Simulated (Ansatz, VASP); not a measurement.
# Ti16C16Cl3 (Cl on TiC(001)) in two plane-wave programs

One calculation is typed for both programs; each brings its own data sets and cutoff. How far apart do they land? The structure shown is the end of the VASP relaxation below.

Calculated with Ansatz 0.2.0; plane waves, with VASP 6.6.1 beside it; single point at PBEsol.

### 1. The structure

The cell holds 35 atoms: 16 Ti, 16 C and 3 Cl. Its edges and angles: a = 6.095 Å, b = 6.095 Å, c = 24.715 Å, α = 90.0°, β = 90.0°, γ = 90.0°. It derives from TiC. Vacuum lies along c.

### 2. VASP: relaxation, PBEsol

This run makes the geometry at which the two programs are then compared.

Lines of VASP's logs that name or quote its potential files are left out, and so is its time.

The input, INCAR:

```
SYSTEM = Ti16C16Cl3
PREC = Normal
ENCUT = 400
EDIFF = 1E-05
NELM = 120
ISMEAR = 1
SIGMA = 0.1
LREAL = Auto
ALGO = Fast
GGA = PS
NBANDS = 168
LASPH = .TRUE.
LORBIT = 11
LWAVE = .FALSE.
LCHARG = .FALSE.
KPAR = 4
NCORE = 2
IBRION = 2
NSW = 80
ISIF = 2
EDIFFG = -0.04
POTIM = 0.4
MAXMIX = 40
IDIPOL = 3
LDIPOL = .TRUE.
DIPOL = 0.5 0.5 0.473
ISYM = 2
```

The input, POSCAR:

```
Ti16C16Cl3
1.0
    6.0952604540      0.0000000000      0.0000000000
    0.0000000000      6.0952604540      0.0000000000
    0.0000000000      0.0000000000     24.7150000000
Ti C Cl
16 16 3
Selective dynamics
Direct
    0.0000000000      0.0000000000      0.3236900670  F F F
    0.0000000000      0.5000000000      0.3236900670  F F F
    0.5000000000      0.0000000000      0.3236900670  F F F
    0.5000000000      0.5000000000      0.3236900670  F F F
    0.2500000000      0.2500000000      0.4108840780  F F F
    0.2500000000      0.7500000000      0.4108840780  F F F
    0.7500000000      0.2500000000      0.4108840780  F F F
    0.7500000000      0.7500000000      0.4108840780  F F F
    0.0000000000      0.0000000000      0.4980780900  T T T
    0.0000000000      0.5000000000      0.4980780900  T T T
    0.5000000000      0.0000000000      0.4980780900  T T T
    0.5000000000      0.5000000000      0.4980780900  T T T
    0.2500000000      0.2500000000      0.5852721020  T T T
    0.2500000000      0.7500000000      0.5852721020  T T T
    0.7500000000      0.2500000000      0.5852721020  T T T
    0.7500000000      0.7500000000      0.5852721020  T T T
    0.2500000000      0.2500000000      0.3236900670  F F F
    0.2500000000      0.7500000000      0.3236900670  F F F
    0.7500000000      0.2500000000      0.3236900670  F F F
    0.7500000000      0.7500000000      0.3236900670  F F F
    0.0000000000      0.0000000000      0.4108840780  F F F
    0.0000000000      0.5000000000      0.4108840780  F F F
    0.5000000000      0.0000000000      0.4108840780  F F F
    0.5000000000      0.5000000000      0.4108840780  F F F
    0.2500000000      0.2500000000      0.4980780900  T T T
    0.2500000000      0.7500000000      0.4980780900  T T T
    0.7500000000      0.2500000000      0.4980780900  T T T
    0.7500000000      0.7500000000      0.4980780900  T T T
    0.0000000000      0.0000000000      0.5852721020  T T T
    0.0000000000      0.5000000000      0.5852721020  T T T
    0.5000000000      0.0000000000      0.5852721020  T T T
    0.5000000000      0.5000000000      0.5852721020  T T T
    0.2500000000      0.2500000000      0.6763099330  T T T
    0.2500000000      0.7500000000      0.6763099330  T T T
    0.7500000000      0.7500000000      0.6763099330  T T T
```

The input, KPOINTS:

```
Automatic mesh
0
Gamma
4 4 1
0 0 0
```

The projector-augmented-wave data sets are Ti_sv, C and Cl (PBE family, release 64).

The run is started by

```
$ mpirun -np 8 vasp_std
```

Numbers of over 12 decimals in the logs are rounded to 6 here.

What it wrote:

```text
[banner, memory and clock lines left out]
running    8 mpi-ranks, on    1 nodes
[...]
|                                                                             |
|               ----> ADVICE to this user running VASP <----                  |
|                                                                             |
|     You enforced a specific xc type in the INCAR file but a different       |
|     [... a line on the potential file left out ...]
|     I HOPE YOU KNOW WHAT YOU ARE DOING!                                     |
|                                                                             |

 LDA part: xc-table for (Slater+PW92), standard interpolation
 POSCAR, INCAR and KPOINTS ok, starting setup
[...]
entering main loop
       N       E                     dE             d eps       ncg     rms          rms(c)
DAV:   1     0.346523692344E+04    0.34652E+04   -0.12460E+05  2264   0.141E+03
DAV:   2     0.190665593772E+03   -0.32746E+04   -0.31698E+04  2272   0.485E+02
[...]
WARNING in EDDRMM: call to ZHEGV failed, returncode =   8  4     52
[... from here on, the cycles between the ionic steps are left out ...]
   9 F= -.31494890E+03 E0= -.31494803E+03  d E =-.498469E-02
[...]
WARNING in EDDRMM: call to ZHEGV failed, returncode =   8  4    104
  10 F= -.31494988E+03 E0= -.31494905E+03  d E =-.977809E-03
  11 F= -.31494992E+03 E0= -.31494911E+03  d E =-.101819E-02
[...]
WARNING in EDDRMM: call to ZHEGV failed, returncode =   6  3     54
  12 F= -.31495079E+03 E0= -.31495005E+03  d E =-.874072E-03
[...]
WARNING in EDDRMM: call to ZHEGV failed, returncode =   6  3    136
  13 F= -.31495130E+03 E0= -.31495067E+03  d E =-.137791E-02
[...]
WARNING in EDDRMM: call to ZHEGV failed, returncode =   6  3     91
[...]
WARNING in EDDRMM: call to ZHEGV failed, returncode =   8  4    135
[...]
WARNING in EDDRMM: call to ZHEGV failed, returncode =   8  4     49
  14 F= -.31495159E+03 E0= -.31495101E+03  d E =-.293430E-03
[...]
WARNING in EDDRMM: call to ZHEGV failed, returncode =   8  4     86
  15 F= -.31495170E+03 E0= -.31495128E+03  d E =-.399596E-03
[...]
reached required accuracy - stopping structural energy minimisation
```

From OUTCAR (step 2):

```text
  Total      -23.2389440    -23.2389440     -9.3843434      0.0000000      0.0000000     -0.0000000
  in kB      -40.5491562    -40.5491562    -16.3745481      0.0000000      0.0000000     -0.0000000
  external PRESSURE =     -32.4909535 kB  Pullay stress =       0.0000000 kB

 POSITION                                       TOTAL-FORCE (eV/Angst)
 -----------------------------------------------------------------------------------
      0.00000      0.00000      8.00000        -0.014482      0.014482      1.477254
      0.00000      3.04763      8.00000        -0.014482     -0.014482      1.477254
      3.04763      0.00000      8.00000         0.014482      0.014482      1.477254
      3.04763      3.04763      8.00000         0.014482     -0.014482      1.477254
      1.52382      1.52382     10.15500        -0.000000      0.000000      0.289022
      1.52382      4.57145     10.15500        -0.000000     -0.000000     -0.003015
      4.57145      1.52382     10.15500        -0.000000     -0.000000      0.135021
      4.57145      4.57145     10.15500        -0.000000     -0.000000      0.289022
      0.00582      6.08944     12.30466        -0.013009      0.013009      0.018648
      0.00582      3.05345     12.30466        -0.013009     -0.013009      0.018648
      3.04181      6.08944     12.30466         0.013009      0.013009      0.018648
      3.04181      3.05345     12.30466         0.013009     -0.013009      0.018648
      1.52382      1.52382     14.57004        -0.000000      0.000000     -0.022146
      1.52382      4.57145     14.49033        -0.000000     -0.000000      0.027119
[...]
-----------------------------------------------------------------------------------
    total drift:                                0.000000      0.000000     -0.210349

  FREE ENERGIE OF THE ION-ELECTRON SYSTEM (eV)
  ---------------------------------------------------
  free  energy   TOTEN  =      -314.9516963361 eV

  energy  without entropy=     -314.9504516148  energy(sigma->0) =     -314.95128143

 reached required accuracy - stopping structural energy minimisation

[... 3 further parts left out ...]
[key lines of the parts left out:]
E-fermi :   0.1566
```

This run has no spin polarisation, so a moment on Ti, if there is one, isn't seen. Its electron count is odd, so without a moment it is a metal by construction. The run keeps the 8 symmetry operations of its start, so it cannot find a distortion of lower symmetry.

(Continued in part 2 of 2.)

[Lines on the potential files, build, host, timing and source positions are cut from VASP's logs without a mark.]

[Logs are printed without paths, hosts, clocks, repeated set-up lines and the standing remarks that a program may print on its own settings, such as how far it seeks lower states.]

[Hosts, paths, dates, database ids (printed as entryN), source tags and the programs' standing remarks are cut or masked in the printed files.]
